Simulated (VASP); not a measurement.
Energy against volume of KCl (rock salt). Computed with PW91 GGA, VASP's PBE PAW potentials (set 64) (plane waves; VASP). Numerical set-up: 520 eV cut-off, 7×7×7 Γ-centred mesh, Gaussian smearing of 0.050 eV, potentials K_sv Cl.

```tsv
V (Å³/atom)	E (eV/atom)
31.481	-3.43421
32.454	-3.43590
33.428	-3.43465
34.402	-3.43092
```

Q: Fit these four points and predict the energy of the run at 30.507 Å³/atom.

A: A cubic in V^(−2/3), the third-order Birch-Murnaghan form, passes through the four points with V0 = 32.50 Å³/atom and B0 = 16 GPa, and gives -3.4290 eV/atom there. The run gave -3.4290 eV/atom, +0.0 meV/atom from the fit; all five points give B0 = 16 GPa.

The compound is KCl in the rock salt structure. It was relaxed first.
